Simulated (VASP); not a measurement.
Input:

```yaml
crystal:
  lattice:
    - [3.51776, 0.00000, 0.00000]
    - [0.00000, 3.51776, 0.00000]
    - [0.00000, 0.00000, 3.51776]
  atoms:
    - { symbol: Al, position: [0.00000, 0.00000, 0.00000] }
    - { symbol: Ni, position: [0.00000, 0.50000, 0.50000], spin: 0.2 }
    - { symbol: Ni, position: [0.50000, 0.00000, 0.50000], spin: 0.2 }
    - { symbol: Ni, position: [0.50000, 0.50000, 0.00000], spin: 0.2 }
```

Calculation: AM05 GGA, VASP's PBE PAW potentials (set 64) (plane waves; VASP). Run with 520 eV cut-off, 10×10×10 Γ-centred mesh, tetrahedra with Blöchl corrections, potentials Al Ni.

The cores are frozen, which limits the accuracy of field gradients.

Give the principal components of the electric field gradient (V/Å²) and the asymmetry η at each nucleus.

```tsv
atom	Vxx	Vyy	Vzz	η
Al1	0.0	0.0	0.0	-
Ni2	5.5	5.5	-10.9	0.00
Ni3	5.5	5.5	-10.9	0.00
Ni4	5.5	5.5	-10.9	0.00
```

The compound is Ni3Al in the L1_2 structure. It was relaxed first.
